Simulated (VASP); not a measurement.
Pt:

```
CELL_PARAMETERS angstrom
0.00000 1.96090 1.96090
1.96090 0.00000 1.96090
1.96090 1.96090 0.00000
ATOMIC_POSITIONS crystal
Pt 0.00000 0.00000 0.00000
```

| Property | Result |
| --- | --- |
| Program | VASP 6.6.1 |
| Task | relaxation of cell and atoms |
| Functional | r2SCAN |
| Potentials or basis | VASP PAW PBE potentials, release 64 (Pt) |
| Cutoff | 600 eV |
| k mesh | 16 × 16 × 16 |
| Occupations | methfessel-paxton, width 0.1 eV |
| Spin | no spin polarisation |

At the start: pressure 4.6 GPa; volume 15.08 Å³/atom.

How do energy, volume and symmetry change on relaxing?

Over 3 steps the energy falls by 3.4 meV/atom and the volume is 15.33 Å³/atom (+1.6 %); space group Fm-3m (No. 225, to 0.05 Å).

The path:
| step | energy change (eV) | largest force (eV/Å) | pressure (GPa) | volume (Å³) |
| --- | --- | --- | --- | --- |
| 1 | 0.0000 | 0.0000 | 4.58 | 15.08 |
| 2 | 0.0228 | 0.0000 | -11.06 | 16.04 |
| 3 | -0.0034 | 0.0000 | -0.05 | 15.33 |

Final structure:
```
Pt
1.0
     0.00000    1.97150    1.97150
     1.97150    0.00000    1.97150
     1.97150    1.97150    0.00000
Pt
1
Cartesian
  0.0000 0.0000 0.0000
```

Caveat: the PAW data sets were made with another functional, which shifts forces and pressure a little.
